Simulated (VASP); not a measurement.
# SO in VASP: a series of runs

The runs below take SO through hyperfine couplings, with LDA, PBE, r2SCAN, PBE0, HF.

Program: VASP 6.6.1. These are calculated values, not measurements. Logs are shortened: lines on timing, memory, paths and dates and some standing lists are left out, and cuts for length are marked.

## 1. The structure

The cell holds a molecule in a box, 2 atoms: a = 9.000 Å, b = 9.500 Å, c = 10.000 Å, α = 90.00°, β = 90.00°, γ = 90.00°.

## 2. Hyperfine couplings, LDA, collinear spin, ferromagnetic start

The input, INCAR:

```
PREC     = Accurate       # precision mode
ENCUT    = 520            # plane-wave cutoff, eV
EDIFF    = 1E-8           # SCF threshold, eV
ISMEAR   = 0              # smearing method
SIGMA    = 0.01           # smearing width, eV
LREAL    = F              # projectors in reciprocal space
LASPH    = T              # aspherical terms in the spheres
NELM     = 80             # most SCF steps
ALGO     = Fast           # electronic algorithm
ISIF     = 2              # what is computed and relaxed
LWAVE    = F              # write WAVECAR
LCHARG   = F              # write CHGCAR
ISPIN    = 2              # spin polarisation
MAGMOM   = 1 1            # initial moments
LORBIT   = 11             # projections on sites
NUPDOWN  = 2              # fixed moment
LHYPERFINE= T            
LDMATRIX = T            
NGYROMAG = 3.2717 -5.7742
LEFG     = T            
QUAD_EFG = -67.8 -25.58 
ISYM     = 0            
NCORE    = 2
```

The input, KPOINTS:

```
Automatic mesh
0
Gamma
  1 1 1
```

The input, POSCAR:

```
SO                                      
1.0
    9.0000000000      0.0000000000      0.0000000000
    0.0000000000      9.5000000000      0.0000000000
    0.0000000000      0.0000000000     10.0000000000
  S               O             
     1     1
Direct
     0.5000000001313524    0.5000000000422149    0.4259617906808580
     0.4999999998686476    0.4999999999577851    0.5740382093191421
```

Potentials or basis: VASP PAW LDA potentials, release 64 (S, O).

On the command line:

```bash
cat potpaw_LDA.64/S/POTCAR potpaw_LDA.64/O/POTCAR > POTCAR
mpirun -np 4 vasp_std > vasp.out
```

OUTCAR:

```text
PREC = Accurate
   ENCUT = 520
   EDIFF = 1E-8
   ISMEAR = 0
   LREAL = F
   LASPH = T
   NELM = 80
   ISIF = 2
   ISPIN = 2
   LORBIT = 11
   NUPDOWN = 2
   ISYM = 0

 ion  position               nearest neighbor table
   1  0.500  0.500  0.426-   2 1.48
   2  0.500  0.500  0.574-   1 1.48

IMPORTANT INFORMATION: All symmetrisations will be switched off!
NOSYMM: (Re-)initialisation of all symmetry stuff for point group C_1.

----------------------------------------------------------------------------------------

                                     Primitive cell

  volume of cell :     855.0000

  direct lattice vectors                    reciprocal lattice vectors
     9.000000000  0.000000000  0.000000000     0.111111111  0.000000000  0.000000000
     0.000000000  9.500000000  0.000000000     0.000000000  0.105263158  0.000000000
     0.000000000  0.000000000 10.000000000     0.000000000  0.000000000  0.100000000

  length of vectors
     9.000000000  9.500000000 10.000000000     0.111111111  0.105263158  0.100000000

  position of ions in fractional coordinates (direct lattice)
     0.500000000  0.500000000  0.425961791
     0.500000000  0.500000000  0.574038209

  ion indices of the primitive-cell ions
   primitive index   ion index
                 1           1
                 2           2

----------------------------------------------------------------------------------------

 KPOINTS: Automatic mesh

Automatic generation of k-mesh.
 Grid dimensions read from file:
 generate k-points for:    1    1    1

 Generating k-lattice:

  Cartesian coordinates                     Fractional coordinates (reciprocal lattice)
     0.111111111  0.000000000  0.000000000     1.000000000  0.000000000  0.000000000
     0.000000000  0.105263158  0.000000000     0.000000000  1.000000000  0.000000000
     0.000000000  0.000000000  0.100000000     0.000000000  0.000000000  1.000000000

  Length of vectors
     0.111111111  0.105263158  0.100000000

  Shift w.r.t. Gamma in fractional coordinates (k-lattice)
     0.000000000  0.000000000  0.000000000

 Subroutine IBZKPT returns following result:
 ===========================================

 Found      1 irreducible k-points:

 Following reciprocal coordinates:
            Coordinates               Weight
  0.000000  0.000000  0.000000      1.000000
   k-points           NKPTS =      1   k-points in BZ     NKDIM =      1   number of bands    NBANDS=     12
   number of dos      NEDOS =    301   number of ions     NIONS =      2
   total plane-waves  NPLWV = 403200
   dimension x,y,z NGX =    70 NGY =   72 NGZ =   80
   dimension x,y,z NGXF=   140 NGYF=  144 NGZF=  160
   ions per type =               1   1
   NGX,Y,Z   is equivalent  to a cutoff of  12.93, 12.60, 13.30 a.u.
   NGXF,Y,Z  is equivalent  to a cutoff of  25.86, 25.20, 26.60 a.u.
 SYSTEM =  unknown system
   PREC   = accura    normal or accurate (medium, high low for compatibility)
   ISTART =      0    job   : 0-new  1-cont  2-samecut
   ICHARG =      2    charge: 1-file 2-atom 10-const
   ISPIN  =      2    spin polarized calculation?
   LNONCOLLINEAR =      F non collinear calculations
   LSORBIT =      F    spin-orbit coupling
   LASPH  =      T    aspherical Exc in radial PAW
   ENCUT  =  520.0 eV  38.22 Ry    6.18 a.u.  16.73 17.66 18.59*2*pi/ulx,y,z
   NELM   =     80;   NELMIN=  2; NELMDL= -5     # of ELM steps
   EDIFF  = 0.1E-07   stopping-criterion for ELM
   LREAL  =      F    real-space projection
   EDIFFG = 0.1E-06   stopping-criterion for IOM
   NSW    =      0    number of steps for IOM
   IBRION =     -1    ionic relax: 0-MD 1-quasi-New 2-CG
   NFREE  =      0    steps in history (QN), initial steepest desc. (CG)
   ISIF   =      2    stress and relaxation
   ISYM   =      0    0-nonsym 1-usesym 2-fastsym
   POTIM  = 0.5000    time-step for ionic-motion
   TEBEG  =    0.0;   TEEND  =   0.0 temperature during run
   PSTRESS=    0.0 pullay stress
   NELECT =      12.0000    total number of electrons
   NUPDOWN=       2.0000    fix difference up-down
   EMIN   =  10.00;   EMAX   =-10.00  energy-range for DOS
   EFERMI =   0.00;   METHOD = LEGACY
   ISMEAR =     0;   SIGMA  =   0.01  broadening in eV -4-tet -1-fermi 0-gaus
   EFERMI_NEDOS =   21; number of points for ismear=-14 and -15
   IALGO  =     68    algorithm
   IMIX   =      4    mixing-type and parameters
     AMIX     =   0.40;   BMIX     =  1.00
     AMIX_MAG =   1.60;   BMIX_MAG =  1.00
  volume/ion in A,a.u.               =     427.50      2884.91
  Fermi-wavevector in a.u.,A,eV,Ry     =   0.394893  0.746240  2.121703  0.155941
  Thomas-Fermi vector in A             =   1.339966
   LORBIT       =     11    0 simple, 1 ext, 2 COOP (PROOUT), +10 PAW based schemes
   GGA     = CA    functional components
   LHFCALC =     T    Hartree Fock is set to
   PRECFOCK=normal    Normal, Fast or Accurate (Low or Medium for compatibility)
   ENCUT4O =  -1.0   cutoff for four orbital integrals eV
   NKREDX  =     1    reduce k-point grid by
   NKREDY  =     1    reduce k-point grid by
   NKREDZ  =     1    reduce k-point grid by
   AEXX    =    0.0000 exact exchange contribution
   HFSCREEN=    0.0000 screening length (either q_TF or 0.3 A-1)
   HFSCREENC=   0.0000 screening length for correlation (either q_TF or 0.3 A-1)
   ENCUTFOCK=  -1.0 apply spherical cutoff to Coloumb kernel
   IVDW    =     0    specifies the selected vdW correction
   LEPSILON=     F    determine dielectric tensor
   LRPA    =     F    only Hartree local field effects (RPA)
 spin polarized calculation
 RMM-DIIS sequential band-by-band and
 Gauss-broadening in eV      SIGMA  =   0.01
  energy-cutoff  :      520.00
  volume of cell :      855.00
 maximum number of plane-waves:     23019
 NGX is ok and might be reduce to    70
  NGX = 54; NGY = 54; NGZ = 56
   NGX = 33   NGY = 35   NGZ = 37

 number of electron      12.0000001 magnetization       2.0000000

 Free energy of the ion-electron system (eV)
  ---------------------------------------------------
  ext. energy  EPLUGINS =         0.00000000
  ---------------------------------------------------
  free energy    TOTEN  =        -9.59983578 eV

  energy without entropy =       -9.59983578  energy(sigma->0) =       -9.59983578

 E-fermi :  -9.7409     XC(G=0):  -0.8910

 val. band max:       -5.8040323485   @ k =   0.0000   0.0000   0.0000
 cond. band min:      -4.4560383477   @ k =   0.0000   0.0000   0.0000
 fundamental gap:      1.3479940008
 Fermi energy:        -5.7384812584

 spin component 1

 k-point     1 :       0.0000    0.0000    0.0000
  band No.  band energies     occupation
      1     -27.0707      1.00000
      2     -16.5610      1.00000
      3     -11.0425      1.00000
      4     -10.8799      1.00000
      5     -10.8798      1.00000
      6      -5.8042      1.00000
      7      -5.8040      1.00000
      8      -1.1155      0.00000
      9      -0.2690      0.00000
     10       1.2350      0.00000
     11       1.3384      0.00000
     12       1.3763      0.00000
 Fermi energy:        -9.7409426224

 spin component 2

 k-point     1 :       0.0000    0.0000    0.0000
  band No.  band energies     occupation
      1     -26.2784      1.00000
      2     -15.3840      1.00000
      3     -10.2670      1.00000
      4      -9.8393      1.00000
      5      -9.8392      1.00000
      6      -4.4560      0.00000
      7      -4.4557      0.00000
      8      -0.6220      0.00000
      9      -0.1311      0.00000
     10       1.3141      0.00000
     11       1.4327      0.00000
     12       1.4674      0.00000

------------------------ aborting loop because EDIFF is reached ----------------------------------------

  FORCE on cell =-STRESS in cart. coord.  units (eV):
  Direction    XX          YY          ZZ          XY          YZ          ZX
  --------------------------------------------------------------------------------------
  -------------------------------------------------------------------------------------
  Total       -0.0263677     -0.0294633     -0.0558547      0.0000000      0.0000000      0.0000000
  in kB       -0.0494102     -0.0552111     -0.1046656      0.0000001      0.0000000      0.0000000
  external PRESSURE =      -0.0697623 kB  Pullay stress =       0.0000000 kB

 VOLUME and BASIS-vectors are now :
 -----------------------------------------------------------------------------
  energy-cutoff  :      520.00
  volume of cell :      855.00
      direct lattice vectors                 reciprocal lattice vectors
     9.000000000  0.000000000  0.000000000     0.111111111  0.000000000  0.000000000
     0.000000000  9.500000000  0.000000000     0.000000000  0.105263158  0.000000000
     0.000000000  0.000000000 10.000000000     0.000000000  0.000000000  0.100000000

 POSITION                                       TOTAL-FORCE (eV/Angst)
 -----------------------------------------------------------------------------------
      4.50000      4.75000      4.25962         0.000000      0.000000     -0.000014
      4.50000      4.75000      5.74038        -0.000000     -0.000000      0.000014
 -----------------------------------------------------------------------------------
    total drift:                                0.000000      0.000000     -0.000082

  FREE ENERGIE OF THE ION-ELECTRON SYSTEM (eV)
  ---------------------------------------------------
  free  energy   TOTEN  =        -9.5998357770 eV

  energy  without entropy=       -9.5998357770  energy(sigma->0) =       -9.59983578

 Electric field gradients (V/A^2)
---------------------------------------------------------------------
 ion       V_xx      V_yy      V_zz      V_xy      V_xz      V_yz
---------------------------------------------------------------------
   1     -48.778   -48.697    97.475    -0.000    -0.000    -0.000
   2     -29.600   -29.572    59.172    -0.000    -0.000    -0.000
---------------------------------------------------------------------

 Electric field gradients after diagonalization (V/A^2)
 (convention: |V_zz| > |V_xx| > |V_yy|)
----------------------------------------------------------------------
 ion       V_xx      V_yy      V_zz     asymmetry (V_yy - V_xx)/ V_zz
----------------------------------------------------------------------
   1     -48.778   -48.697    97.475       0.001
   2     -29.600   -29.572    59.172       0.000
----------------------------------------------------------------------

           NMR quadrupolar parameters

 Cq : quadrupolar parameter    Cq=e*Q*V_zz/h
 eta: asymmetry parameters     (V_yy - V_xx)/ V_zz
 Q  : nuclear electric quadrupole moment in mb (millibarn)
----------------------------------------------------------------------
 ion       Cq(MHz)       eta       Q (mb)
----------------------------------------------------------------------
   1     -15.980       0.001     -67.800
   2      -3.660       0.000     -25.580
----------------------------------------------------------------------

 Fermi contact (isotropic) hyperfine coupling parameter (MHz)
 -------------------------------------------------------------
  ion      A_pw      A_1PS     A_1AE     A_1c      A_tot
 -------------------------------------------------------------
   1      -4.140    -3.759     3.906   -17.896     3.524
   2     -48.093   -48.053   -58.121    59.045   -58.160
 -------------------------------------------------------------

 Dipolar hyperfine coupling parameters (MHz)
 ---------------------------------------------------------------------
  ion      A_xx      A_yy      A_zz      A_xy      A_xz      A_yz
 ---------------------------------------------------------------------
   1      31.550    31.526   -63.076    -0.000    -0.000    -0.000
   2     -31.028   -31.016    62.044    -0.000    -0.000    -0.000
 ---------------------------------------------------------------------

 Total hyperfine coupling parameters after diagonalization (MHz)
 (convention: |A_zz| > |A_xx| > |A_yy|)
 ----------------------------------------------------------------------
  ion      A_xx      A_yy      A_zz     asymmetry (A_yy - A_xx)/ A_zz
 ----------------------------------------------------------------------
   1      35.074    35.050   -59.552       0.000
   2     -89.176     3.883   -89.188      -1.043
 ---------------------------------------------------------------------

 Spin-spin contribution to zero-field splitting tensor (MHz)
 ---------------------------------------------------------------
      D_xx      D_yy      D_zz      D_xy      D_xz      D_yz
 ---------------------------------------------------------------
  -7446.750 -7415.270 14862.018     0.000    -0.000     0.000
 ---------------------------------------------------------------

 after diagonalization
 ---------------------------------------------
     D_diag          eigenvector (x,y,z)
 ---------------------------------------------
  -7415.270       0.000     1.000    -0.000
  -7446.750       1.000    -0.000     0.000
  14862.018      -0.000     0.000     1.000
---------------------------------------------

 total charge

# of ion       s       p       d       tot
------------------------------------------
    1        1.376   2.240   0.000   3.616
    2        1.595   3.378   0.000   4.973
--------------------------------------------------
tot          2.971   5.618   0.000   8.589

 magnetization (x)

# of ion       s       p       d       tot
------------------------------------------
    1        0.010   0.659   0.000   0.669
    2        0.006   0.586   0.000   0.592
--------------------------------------------------
tot          0.016   1.245   0.000   1.262
```

Run time: 35 s. Hardware: 4 MPI ranks of Intel Xeon 6975P-C (Granite Rapids), shared host; peak memory 0.31 GiB.

Results:

| Item | Value |
| --- | --- |
| Free energy | -9.5998 eV |
| Net moment | 2.00 μB per cell |
| Site moments | S +0.67; O +0.59 μB |
| Valence electrons inside the program's atomic spheres | S 3.62; O 4.97 |

Electric field gradients, principal values (V/Å²):
| atom | Vxx | Vyy | Vzz |
| --- | --- | --- | --- |
| 1 S | -48.697 | -48.778 | 97.475 |
| 2 O | -29.572 | -29.600 | 59.172 |

Hyperfine coupling, principal values (MHz):
| atom | values |
| --- | --- |
| 1 S | 35.1, 35.0, -59.6 |
| 2 O | -89.2, 3.9, -89.2 |

Caveat: the total moment is fixed, so each spin has its own Fermi level.

(Part 1 of 3 ends here.)
